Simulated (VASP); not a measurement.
Level of theory: PBE GGA, VASP's PBE PAW potentials (set 64) (plane waves; VASP 6.6.1).

The input files of a VASP run:

**KPOINTS**
```
k-points along high-symmetry lines
15
Line-mode
Reciprocal
  0.000000   0.000000   0.000000 ! GAMMA
  0.500000   0.000000   0.500000 ! X

  0.500000   0.000000   0.500000 ! X
  0.625000   0.250000   0.625000 ! U

  0.375000   0.375000   0.750000 ! K
  0.000000   0.000000   0.000000 ! GAMMA

  0.000000   0.000000   0.000000 ! GAMMA
  0.500000   0.500000   0.500000 ! L

  0.500000   0.500000   0.500000 ! L
  0.500000   0.250000   0.750000 ! W

  0.500000   0.250000   0.750000 ! W
  0.500000   0.000000   0.500000 ! X
```

**INCAR**
```
SYSTEM  =  PbS
PREC  =  Accurate; ENCUT  =  400; LREAL  =  F
LASPH  =  T; ICHARG  =  11
EDIFF  =  1E-7; NELM  =  100; ALGO  =  Normal
LMAXMIX  =  4
ISMEAR  =  0; SIGMA  =  0.05
GGA  =  PE
LWAVE  =  F; LCHARG  =  F; LORBIT  =  11
```

File POSCAR:
```
PbS
1.0
  0.0000000000   3.0023677505   3.0023677505
  3.0023677505   0.0000000000   3.0023677505
  3.0023677505   3.0023677505   0.0000000000
Pb S
1 1
Cartesian
  0.0000000000   0.0000000000   0.0000000000
  3.0023677505   3.0023677505   3.0023677505
```

POTCAR, in this order: Pb_d S (PBE.64 set). Program: vasp_std. Read from the step before: CHGCAR.

What VASP printed:

**OUTCAR**
```
 ion  position               nearest neighbor table
   1  0.000  0.000  0.000-   2 3.00   2 3.00   2 3.00   2 3.00   2 3.00   2 3.00
   2  0.500  0.500  0.500-   1 3.00   1 3.00   1 3.00   1 3.00   1 3.00   1 3.00
  LATTYP: Found a face centered cubic cell.
 ALAT       =     6.0047355010
 Subroutine PRICEL returns:
 Original cell was already a primitive cell.
 Subroutine GETGRP returns: Found 48 space group operations
The static configuration has the point symmetry O_h .
The dynamic configuration has the point symmetry O_h .
 Subroutine INISYM returns: Found 48 space group operations
   k-points           NKPTS =     90   k-points in BZ     NKDIM =     90   number of bands    NBANDS=     14
   number of dos      NEDOS =    301   number of ions     NIONS =      2
   total plane-waves  NPLWV =  21952
   dimension x,y,z NGX =    28 NGY =   28 NGZ =   28
   dimension x,y,z NGXF=    56 NGYF=   56 NGZF=   56
   ions per type =               1   1
   PREC   = accura    normal or accurate (medium, high low for compatibility)
   ISTART =      0    job   : 0-new  1-cont  2-samecut
   ICHARG =     11    charge: 1-file 2-atom 10-const
   ISPIN  =      1    spin polarized calculation?
   LNONCOLLINEAR =      F non collinear calculations
   LSORBIT =      F    spin-orbit coupling
   INIWAV =      1    electr: 0-lowe 1-rand  2-diag
   ENCUT  =  400.0 eV  29.40 Ry    5.42 a.u.   6.92  6.92  6.92*2*pi/ulx,y,z
...
```

File OSZICAR:
```
       N       E                     dE             d eps       ncg     rms          rms(c)
DAV:   1     0.144116325172E+03    0.14412E+03   -0.85623E+03  2554   0.123E+03
DAV:   2     0.181766634047E+01   -0.14230E+03   -0.13910E+03  2772   0.327E+02
DAV:   3    -0.914695553360E+01   -0.10965E+02   -0.10755E+02  3326   0.968E+01
DAV:   4    -0.939749923906E+01   -0.25054E+00   -0.25045E+00  2846   0.179E+01
DAV:   5    -0.940656574888E+01   -0.90665E-02   -0.90663E-02  3548   0.310E+00
DAV:   6    -0.940697704638E+01   -0.41130E-03   -0.41130E-03  3308   0.561E-01
DAV:   7    -0.940697994023E+01   -0.28938E-05   -0.28938E-05  3628   0.477E-02
DAV:   8    -0.940697998318E+01   -0.42957E-07   -0.42960E-07  2872   0.611E-03
   1 F= -.94069800E+01 E0= -.94069800E+01  d E =-.325778E-11
```

File OUTCAR:
```
 val. band max:        5.3096132640   @ k =   0.5000   0.5000   0.5000

 cond. band min:       5.8017314521   @ k =   0.5000   0.5000   0.5000



 k-point     1 :       0.0000    0.0000    0.0000
  band No.  band energies     occupation
      1     -11.4225      2.00000
      2     -11.4225      2.00000
      3     -11.4225      2.00000
      4     -11.4053      2.00000
      5     -11.4053      2.00000
      6      -7.9257      2.00000
      7      -0.7562      2.00000
      8       3.3542      2.00000
      9       3.3542      2.00000
     10       3.3542      2.00000
     11      10.4494      0.00000
     12      10.4494      0.00000
     13      10.4495      0.00000
     14      12.1691      0.00000

 k-point     2 :       0.0357    0.0000    0.0357
  band No.  band energies     occupation
      1     -11.4228      2.00000
      2     -11.4219      2.00000
      3     -11.4219      2.00000
      4     -11.4060      2.00000
      5     -11.4050      2.00000
      6      -7.9118      2.00000
      7      -0.8026      2.00000
      8       3.3378      2.00000
      9       3.3378      2.00000
     10       3.4299      2.00000
     11      10.1691      0.00000
     12      10.4055      0.00000
     13      10.4055      0.00000
     14      12.0528      0.00000

 k-point     3 :       0.0714    0.0000    0.0714
  band No.  band energies     occupation
      1     -11.4236      2.00000
      2     -11.4200      2.00000
      3     -11.4200      2.00000
      4     -11.4084      2.00000
      5     -11.4042      2.00000
      6      -7.8703      2.00000
      7      -0.9292      2.00000
      8       3.2896      2.00000
      9       3.2896      2.00000
     10       3.6381      2.00000
     11       9.5189      0.00000
     12      10.3064      0.00000
     13      10.3064      0.00000
     14      11.7744      0.00000

 k-point     4 :       0.1071    0.0000    0.1071
  band No.  band energies     occupation
      1     -11.4249      2.00000
...
```

The density is held fixed in this step, so its total energy and stress have no physical meaning. Unless said otherwise, spin-orbit coupling is left out, though it shifts the bands of the heavy elements here.

The structure was generated: PbS was put into the rock salt type (Fm-3m), which need not be its known phase. It was relaxed first, which changed the volume by +36 %.
